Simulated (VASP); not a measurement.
Take LiH (rock salt), without spin-orbit terms, in VASP with PAW potentials, and its band gap.

One run gives 3.53 eV. Which level is it?
A. PBE-D4 (own cell)
B. PBE-D3(BJ) (own cell)
C. PBE (own cell)
D. r2SCAN+rVV10 (own cell)

D, r2SCAN+rVV10 (own cell).  The others give 2.95 (PBE-D4 (own cell)), 2.89 (PBE-D3(BJ) (own cell)), 2.97 (PBE (own cell)).

Only levels that ran to the end are used. Left out are those held back, those with too coarse a band path, GW runs whose mesh misses a band edge, hybrids' fits of cells that aren't cubic and levels without matching references; a question may draw on a part of the rest.

The compound is LiH in the rock salt structure.
